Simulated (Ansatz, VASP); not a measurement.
# GaSi2P: VASP beside Ansatz, part 2 of 2

Wanted: the spread between two codes on one cell, functional and k mesh. The cell is generated by rule, not measured, and may not be a known phase. The cell is taken from a series of runs on this material, whose earlier steps may have relaxed, scaled, displaced or heated it; both programs get it as it stands.

VASP 6.6.1 and Ansatz 0.2.0.

So far: The structure; Ansatz: G0W0 gap, PBEsol.

## 3. VASP: G0W0 gap, PBEsol

Level of this step: G0W0 on PBEsol; plane waves and PAW (Ga_d_GW, P_GW, Si_GW); invented cell (VASP).

The same cell, functional and mesh now go to VASP, with its own data sets.

Lines of VASP's logs that name or quote its potential files are left out, and so is its time.

The run reads the wave functions of an earlier VASP run, which isn't shown here.

INCAR reads:

```
SYSTEM = GaSi2P
PREC = Accurate
ENCUT = 430
ISMEAR = 0
SIGMA = 0.01
LREAL = .FALSE.
GGA = PS
NBANDS = 344
ALGO = EVGW0
NELMGW = 1
ENCUTGW = 90
NOMEGA = 64
PRECFOCK = Fast
NBANDSGW = 40
LWAVE = .FALSE.
LCHARG = .FALSE.
```

POSCAR reads:

```
GaSi2P
1.0
    3.8421518345      0.0000000000      0.0000000000
    0.0000000000      5.4375237944     -0.0000027723
    0.0000000000     -0.0000039206      7.6837636921
Ga P Si
2 2 4
Direct
    0.0000000000      0.0105496704      0.1195673502
    0.5000000000      0.5105497565      0.3815072346
    0.5000000000      0.2658580940      0.1263065093
    0.0000000000      0.7658580403      0.3747682880
    0.0000000000      0.9875653302      0.6251886117
    0.5000000000      0.2360271927      0.6275196900
    0.5000000000      0.4875649328      0.8758864662
    0.0000000000      0.7360269830      0.8735545645
```

KPOINTS reads:

```
Automatic mesh
0
Gamma
4 4 2
0 0 0
```

The projector-augmented-wave data sets are Ga_d_GW, P_GW and Si_GW (PBE family, release 64).

The run is started by

```bash
$ mpirun -np 8 vasp_std
```

Numbers of over 12 decimals in the logs are rounded to 6 here.

What it wrote:

```text
[banner, memory and clock lines left out]
running    8 mpi-ranks, on    1 nodes
 distrk:  each k-point on    8 cores,    1 groups
 distr:  one band on    1 cores,    8 groups

 POSCAR found type information on POSCAR GaP Si
 POSCAR found :  3 types and       8 ions
|                                                                             |
|           W    W    AA    RRRRR   N    N  II  N    N   GGGG   !!!           |
|           W    W   A  A   R    R  NN   N  II  NN   N  G    G  !!!           |
|           W    W  A    A  R    R  N N  N  II  N N  N  G       !!!           |
|           W WW W  AAAAAA  RRRRR   N  N N  II  N  N N  G  GGG   !            |
|           WW  WW  A    A  R   R   N   NN  II  N   NN  G    G                |
|           W    W  A    A  R    R  N    N  II  N    N   GGGG   !!!           |
|                                                                             |
|     For optimal performance we recommend to set                             |
|       NCORE = 2 up to number-of-cores-per-socket                            |
|     NCORE specifies how many cores store one orbital (NPAR=cpu/NCORE).      |
|     This setting can greatly improve the performance of VASP for DFT.       |
|     The default, NCORE=1 might be grossly inefficient on modern             |
|     multi-core architectures or massively parallel machines. Do your        |
|     Unfortunately you need to use the default for GW and RPA                |
|     calculations (for HF NCORE is supported but not extensively tested      |
|     yet).                                                                   |
|                                                                             |

|                                                                             |
|               ----> ADVICE to this user running VASP <----                  |
|                                                                             |
|     You enforced a specific xc type in the INCAR file but a different       |
|     [... a line on the potential file left out ...]
|     I HOPE YOU KNOW WHAT YOU ARE DOING!                                     |
|                                                                             |

|                                                                             |
|           W    W    AA    RRRRR   N    N  II  N    N   GGGG   !!!           |
|           W    W   A  A   R    R  NN   N  II  NN   N  G    G  !!!           |
|           W    W  A    A  R    R  N N  N  II  N N  N  G       !!!           |
|           W WW W  AAAAAA  RRRRR   N  N N  II  N  N N  G  GGG   !            |
|           WW  WW  A    A  R   R   N   NN  II  N   NN  G    G                |
|           W    W  A    A  R    R  N    N  II  N    N   GGGG   !!!           |
|                                                                             |
|     The default for ENCUTGWSOFT is different in this version of VASP.       |
|     please manually set ENCUTGWSOFT =90 in the INCAR file.                  |
|                                                                             |

 LDA part: xc-table for (Slater+PW92), standard interpolation
 found WAVECAR, reading the header
 POSCAR, INCAR and KPOINTS ok, starting setup
 FFT: planning ... GRIDC
 FFT: planning ... GRID_SOFT
 FFT: planning ... GRID
 reading WAVECAR
 the WAVECAR file was read successfully
 initial charge from wavefunction
 available memory per node:     96.45 GB, setting MAXMEM to     98762

 The Fermi energy was updated, please check that it is located mid-gap
 values below the HOMO (VB) or above the LUMO (CB) will cause erroneous energies
 E-fermi :   5.4165

 calculate exact exchange contribution
 the WAVEDER file was read successfully
energies w=
    0.000    0.000    0.344    0.000    0.687    0.000    1.028    0.000
    1.368    0.000    1.704    0.000    2.037    0.000    2.366    0.000
    2.690    0.000    3.011    0.000    3.327    0.000    3.638    0.000
    3.945    0.000    4.248    0.000    4.547    0.000    4.843    0.000
    5.136    0.000    5.426    0.000    5.714    0.000    6.000    0.000
    6.285    0.000    6.571    0.000    6.856    0.000    7.142    0.000
    7.430    0.000    7.721    0.000    8.015    0.000    8.313    0.000
    8.616    0.000    8.925    0.000    9.241    0.000    9.566    0.000
    9.901    0.000   10.247    0.000   10.606    0.000   10.980    0.000
   11.371    0.000   11.780    0.000   12.213    0.000   12.669    0.000
   13.155    0.000   13.675    0.000   14.232    0.000   14.833    0.000
   15.486    0.000   16.199    0.000   16.981    0.000   17.847    0.000
   18.813    0.000   19.897    0.000   21.127    0.000   22.534    0.000
   24.164    0.000   26.074    0.000   28.346    0.000   31.093    0.000
   34.482    0.000   38.768    0.000   44.355    0.000   51.935    0.000
   62.786    0.000   79.579    0.000  108.956    0.000  173.336    0.000
 responsefunction array rank=     328
 LDA part: xc-table for (Slater+PW92), standard interpolation

 min. memory requirement per mpi rank    365.3 MB, per node   2922.1 MB

 allocating   8 responsefunctions rank=   328
 shmem allocating  64 responsefunctions rank=   328
 response function shared by NCSHMEM nodes    1
 Doing            8  frequencies on each core in blocks of           64
NQ=   1    0.0000    0.0000    0.0000,
|.........|.........|.........|.........|.........|.........|.........|.........
 performed       1024000 updates of chi_q(r,r)
 total number of BLAS operations        752.48 Gflops
NQ=   2    0.2500    0.0000    0.0000,
|.........|.........|.........|.........|.........|.........|.........|.........
 performed       2323000 updates of chi_q(r,r)
 total number of BLAS operations       1764.63 Gflops
NQ=   3    0.5000    0.0000    0.0000,
|.........|.........|.........|.........|.........|.........|.........|.........
 performed       3347000 updates of chi_q(r,r)
 total number of BLAS operations       2593.45 Gflops
NQ=   4    0.0000    0.2500    0.0000,
|.........|.........|.........|.........|.........|.........|.........|.........
 performed       4536000 updates of chi_q(r,r)
 total number of BLAS operations       3519.88 Gflops
NQ=   5    0.2500    0.2500    0.0000,
|.........|.........|.........|.........|.........|.........|.........|.........
 performed       5945000 updates of chi_q(r,r)
 total number of BLAS operations       4569.05 Gflops
NQ=   6    0.5000    0.2500    0.0000,
|.........|.........|.........|.........|.........|.........|.........|.........
 performed       7134000 updates of chi_q(r,r)
 total number of BLAS operations       5543.59 Gflops
NQ=   7    0.0000    0.5000    0.0000,
|.........|.........|.........|.........|.........|.........|.........|.........
 performed       8158000 updates of chi_q(r,r)
 total number of BLAS operations       6301.04 Gflops
NQ=   8    0.2500    0.5000    0.0000,
|.........|.........|.........|.........|.........|.........|.........|.........
 performed       9457000 updates of chi_q(r,r)
 total number of BLAS operations       7313.20 Gflops
NQ=   9    0.5000    0.5000    0.0000,
|.........|.........|.........|.........|.........|.........|.........|.........
 performed      10481000 updates of chi_q(r,r)
 total number of BLAS operations       8152.48 Gflops
NQ=  10    0.0000   -0.0000    0.5000,
|.........|.........|.........|.........|.........|.........|.........|.........
 performed      11505000 updates of chi_q(r,r)
 total number of BLAS operations       8870.59 Gflops
NQ=  11    0.2500   -0.0000    0.5000,
|.........|.........|.........|.........|.........|.........|.........|.........
 performed      12804000 updates of chi_q(r,r)
 total number of BLAS operations       9935.31 Gflops
NQ=  12    0.5000   -0.0000    0.5000,
|.........|.........|.........|.........|.........|.........|.........|.........
 performed      13828000 updates of chi_q(r,r)
 total number of BLAS operations      10817.08 Gflops
NQ=  13    0.0000    0.2500    0.5000,
|.........|.........|.........|.........|.........|.........|.........|.........
 performed      15017000 updates of chi_q(r,r)
 total number of BLAS operations      11685.07 Gflops
NQ=  14    0.2500    0.2500    0.5000,
|.........|.........|.........|.........|.........|.........|.........|.........
 performed      16426000 updates of chi_q(r,r)
 total number of BLAS operations      12754.98 Gflops
NQ=  15    0.5000    0.2500    0.5000,
|.........|.........|.........|.........|.........|.........|.........|.........
 performed      17615000 updates of chi_q(r,r)
 total number of BLAS operations      13657.81 Gflops
NQ=  16    0.0000    0.5000    0.5000,
|.........|.........|.........|.........|.........|.........|.........|.........
 performed      18639000 updates of chi_q(r,r)
 total number of BLAS operations      14455.65 Gflops
NQ=  17    0.2500    0.5000    0.5000,
|.........|.........|.........|.........|.........|.........|.........|.........
 performed      19938000 updates of chi_q(r,r)
 total number of BLAS operations      15493.92 Gflops
NQ=  18    0.5000    0.5000    0.5000,
|.........|.........|.........|.........|.........|.........|.........|.........
 performed      20962000 updates of chi_q(r,r)
 total number of BLAS operations      16291.76 Gflops
 resolving degeneracies of screened two electron integrals

 calculate QP shifts <psi_nk| G(iteration)W_0 |psi_nk>: iteration 1
 entering main loop
```

Parts of OUTCAR (step 3):

```text
ion  position               nearest neighbor table
   1  0.000  0.011  0.120-   4 2.37   3 2.37   3 2.37   8 2.41
   2  0.500  0.511  0.382-   3 2.37   4 2.37   4 2.37   6 2.41
   3  0.500  0.266  0.126-   7 2.27   2 2.37   1 2.37   1 2.37
   4  0.000  0.766  0.375-   5 2.27   1 2.37   2 2.37   2 2.37
   5  0.000  0.988  0.625-   4 2.27   8 2.35   6 2.35   6 2.35
   6  0.500  0.236  0.628-   7 2.35   5 2.35   5 2.35   2 2.41
   7  0.500  0.488  0.876-   3 2.27   6 2.35   8 2.35   8 2.35
   8  0.000  0.736  0.874-   5 2.35   7 2.35   7 2.35   1 2.41

  LATTYP: Found a simple orthorhombic cell.
 ALAT       =     3.8421518345
 B/A-ratio  =     1.4152287647
 C/A-ratio  =     1.9998594598

 Subroutine GETGRP returns: Found  4 space group operations
 (whereof  2 operations were pure point group operations)

The static configuration has the point symmetry C_1h.
 The point group associated with its full space group is C_2v.

 Found     18 irreducible k-points:

   k-points           NKPTS =     18   k-points in BZ     NKDIM =     32   number of bands    NBANDS=    344

   dimension x,y,z NGX =    28 NGY =   40 NGZ =   54
   dimension x,y,z NGXF=    56 NGYF=   80 NGZF=  108

   ENCUT  =  430.0 eV  31.60 Ry    5.62 a.u.   6.50  9.19 12.99*2*pi/ulx,y,z

   NELECT =      52.0000    total number of electrons

  energy-cutoff  :      430.00
  volume of cell :      160.53
      direct lattice vectors                 reciprocal lattice vectors
     3.842151835  0.000000000  0.000000000     0.260270818  0.000000000  0.000000000
     0.000000000  5.437523794 -0.000002772     0.000000000  0.183907241  0.000000094
     0.000000000 -0.000003921  7.683763692     0.000000000  0.000000066  0.130144554

 k-points in reciprocal lattice and weights: Automatic mesh
   0.00000000  0.00000000  0.00000000       0.031
   0.25000000  0.00000000  0.00000000       0.062
   0.50000000  0.00000000  0.00000000       0.031
   0.00000000  0.25000000  0.00000000       0.062
   0.25000000  0.25000000  0.00000000       0.125
   0.50000000  0.25000000  0.00000000       0.062
   0.00000000  0.50000000  0.00000000       0.031
   0.25000000  0.50000000  0.00000000       0.062
   0.50000000  0.50000000  0.00000000       0.031
[...]
0.25000000  0.50000000  0.50000000       0.062
   0.50000000  0.50000000  0.50000000       0.031

 E-fermi :   5.4165

 QP shifts <psi_nk| G(iteration)W_0 |psi_nk>: iteration 1
 for sc-GW calculations column KS-energies equals QP-energies in previous step
 and V_xc(KS)=  KS-energies - (<T + V_ion + V_H > + <T+V_H+V_ion>^1  + <V_x>^1)
 k-point   1 :       0.0000    0.0000    0.0000
  band No.  KS-energies  QP-energies   sigma(KS)   V_xc(KS)     V^pw_x(r,r')   Z            occupation Imag(sigma)
    ...
     23       3.6711       3.2873     -11.9843     -11.4703     -13.5754       0.7468       2.0000       0.0516
     24       4.8803       4.5538     -12.1544     -11.7254     -13.2065       0.7612       2.0000       0.0388
     25       4.9739       4.6657     -12.3438     -11.9392     -13.2784       0.7619       2.0000       0.0364
     26       5.0120       4.6733     -12.3211     -11.8755     -13.4108       0.7599       2.0000       0.0404
     27       5.8433       6.0074      -9.0682      -9.2805      -5.2786       0.7728       0.0000      -0.0555
     28       5.9860       6.2168      -9.2791      -9.5782      -5.4573       0.7719       0.0000      -0.0557
     29       7.0897       7.5051     -10.2353     -10.7816      -6.1449       0.7604       0.0000      -0.0590
     30       7.7505       8.0718      -9.7673     -10.1894      -5.5192       0.7612       0.0000      -0.0689
    ...

 k-point   2 :       0.2500    0.0000    0.0000
  band No.  KS-energies  QP-energies   sigma(KS)   V_xc(KS)     V^pw_x(r,r')   Z            occupation Imag(sigma)
    ...
     23       2.3128       1.9753     -11.7811     -11.3216     -13.6782       0.7343       2.0000       0.0738
     24       2.8306       2.4174     -11.5214     -10.9626     -13.3325       0.7393       2.0000       0.0597
     25       3.4659       3.1294     -11.5811     -11.1326     -12.8934       0.7504       2.0000       0.0452
     26       4.6469       4.3151     -12.0034     -11.5666     -13.1041       0.7596       2.0000       0.0398
     27       6.3660       6.5978      -9.3629      -9.6641      -5.4821       0.7699       0.0000      -0.0573
     28       6.9716       7.1882      -9.7520     -10.0357      -5.8571       0.7632       0.0000      -0.0575
     29       7.2272       7.4362      -9.7661     -10.0394      -5.8766       0.7648       0.0000      -0.0581
     30       7.7000       7.9690      -9.5947      -9.9487      -5.4015       0.7600       0.0000      -0.0668
    ...

 k-point   3 :       0.5000    0.0000    0.0000
  band No.  KS-energies  QP-energies   sigma(KS)   V_xc(KS)     V^pw_x(r,r')   Z            occupation Imag(sigma)
    ...
     23       2.0516       1.6405     -11.5667     -11.0045     -13.6276       0.7312       2.0000       0.0714
     24       2.0516       1.6405     -11.5667     -11.0045     -13.6276       0.7312       2.0000       0.0714
     25       3.8740       3.4922     -11.7788     -11.2703     -13.1993       0.7509       2.0000       0.0464
     26       3.8740       3.4922     -11.7788     -11.2703     -13.1993       0.7509       2.0000       0.0464
     27       5.8321       5.9784      -9.0583      -9.2466      -5.4036       0.7769       0.0000      -0.0530
     28       5.8321       5.9784      -9.0583      -9.2466      -5.4036       0.7769       0.0000      -0.0530
     29       5.9839       6.2020      -9.3480      -9.6294      -5.6867       0.7748       0.0000      -0.0520
     30       5.9839       6.2020      -9.3480      -9.6294      -5.6867       0.7748       0.0000      -0.0520
    ...

 k-point   4 :       0.0000    0.2500    0.0000
  band No.  KS-energies  QP-energies   sigma(KS)   V_xc(KS)     V^pw_x(r,r')   Z            occupation Imag(sigma)
    ...
     23       3.5377       3.2566     -12.1482     -11.7735     -13.4498       0.7499       2.0000       0.0479
     24       3.7333       3.3505     -12.0082     -11.4967     -13.5822       0.7483       2.0000       0.0510
     25       4.2659       3.9317     -11.6879     -11.2465     -12.8231       0.7571       2.0000       0.0403
     26       4.3647       4.0137     -11.9140     -11.4497     -13.1504       0.7558       2.0000       0.0435
     27       5.8210       6.0177      -9.2463      -9.5012      -5.5012       0.7715       0.0000      -0.0538
     28       6.6817       6.9232      -9.2475      -9.5617      -5.2211       0.7684       0.0000      -0.0613
     29       6.8727       7.1284      -9.7816     -10.1181      -5.8101       0.7598       0.0000      -0.0580
     30       7.4743       7.8065     -10.2128     -10.6497      -6.1615       0.7604       0.0000      -0.0619
    ...

[... 4 further parts left out ...]
```

## 4. Side by side

Known differences besides the potentials themselves: fixed occupations in Ansatz, narrow Gaussian smearing in VASP; the cutoff is 420 eV in Ansatz and 430 eV in VASP; Ansatz makes its cores anew for this functional, VASP keeps those of its PBE data sets; VASP leaves aspherical gradient terms in its spheres out (LASPH is not set), Ansatz keeps them; Ansatz integrates over frequency by contour deformation, VASP on a grid of NOMEGA points; Ansatz's G0W0 levels solve the quasiparticle equation, VASP's are linearised. Total energies have different zeros and are not compared.

Compared:

```csv
quantity,Ansatz,VASP,difference
G0W0 gap on the mesh (eV),1.31,1.31,0.00
Kohn-Sham gap under it (eV),0.81,0.81,0.00
```

## 5. Outcome

```
difference in G0W0 gap on the mesh (G0W0 gap, PBEsol) : 0.0023 eV
```

The difference in G0W0 gap on the mesh is 0.0023 eV (G0W0 gap, PBEsol). How closely two codes agree says nothing of how well the functional describes the real material.

[Lines on the potential files, build, host, timing and source positions are cut from VASP's logs without a mark.]

[Logs are printed without paths, hosts, clocks, repeated set-up lines and the standing remarks that a program may print on its own settings, such as how far it seeks lower states.]

[Hosts, paths, dates, database ids (printed as entryN), source tags and the programs' standing remarks are cut or masked in the printed files.]
